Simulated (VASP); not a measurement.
OSZICAR of a VASP run on CoO (space group Fm-3m):

OSZICAR:
```
       N       E                     dE             d eps       ncg     rms          rms(c)
DAV:   1     0.768554621642E+02    0.76855E+02   -0.77032E+03  8710   0.144E+03
DAV:   2    -0.210257493474E+02   -0.97881E+02   -0.85512E+02  9245   0.279E+02
DAV:   3    -0.269983875365E+02   -0.59726E+01   -0.58506E+01  9515   0.806E+01
DAV:   4    -0.270813062517E+02   -0.82919E-01   -0.82824E-01 10131   0.901E+00
DAV:   5    -0.270836098675E+02   -0.23036E-02   -0.23043E-02  9918   0.151E+00    0.168E+01
DAV:   6    -0.213235814478E+02    0.57600E+01   -0.28752E+01  9205   0.102E+02    0.211E+01
DAV:   7    -0.209628214790E+02    0.36076E+00   -0.60599E+00  9887   0.623E+01    0.932E+00
DAV:   8    -0.210648565552E+02   -0.10204E+00   -0.39850E-01  9481   0.738E+00    0.463E+00
DAV:   9    -0.210635521336E+02    0.13044E-02   -0.79779E-02 12173   0.489E+00    0.118E+00
DAV:  10    -0.210616863623E+02    0.18658E-02   -0.21868E-02 10430   0.199E+00    0.472E-01
DAV:  11    -0.210635590192E+02   -0.18727E-02   -0.37789E-03  9890   0.743E-01    0.119E-01
DAV:  12    -0.210634956868E+02    0.63332E-04   -0.19934E-04 10859   0.197E-01    0.386E-02
DAV:  13    -0.210634991118E+02   -0.34249E-05   -0.25647E-05  9610   0.720E-02    0.336E-02
DAV:  14    -0.210635222509E+02   -0.23139E-04   -0.23381E-05  9442   0.582E-02    0.904E-03
DAV:  15    -0.210635185675E+02    0.36834E-05   -0.22972E-06  9360   0.192E-02    0.178E-03
DAV:  16    -0.210635187291E+02   -0.16155E-06   -0.20158E-07  6392   0.633E-03    0.123E-03
DAV:  17    -0.210635184253E+02    0.30377E-06   -0.40622E-08  4410   0.282E-03    0.777E-04
DAV:  18    -0.210635184608E+02   -0.35548E-07   -0.58329E-09  4325   0.115E-03
   1 F= -.21063518E+02 E0= -.21063518E+02  d E =0.000000E+00  mag=     3.0000
       N       E                     dE             ncg
```

**Question.** Which electronic solver shows in the log?

**Answer.** It is blocked Davidson (ALGO = Normal, or the opening steps of other solvers). The INCAR had ALGO = Normal.

**Question.** How was spin treated?

**Answer.** Collinear spin (ISPIN = 2): the summary line carries one mag value, 3.00 μB in the cell.

**Question.** Can the final energy be trusted as converged?

**Answer.** The run converged. It stopped with EDIFF = 1E-7, NELM = 100 (r2SCAN meta-GGA, plane waves, VASP's PBE PAW potentials (set 64)). The moments were started parallel, and other spin orders were not tried in this run.

The structure comes from a measured CoO entry (Fm-3m) of the Crystallography Open Database, whose conditions weren't checked. It was relaxed first.
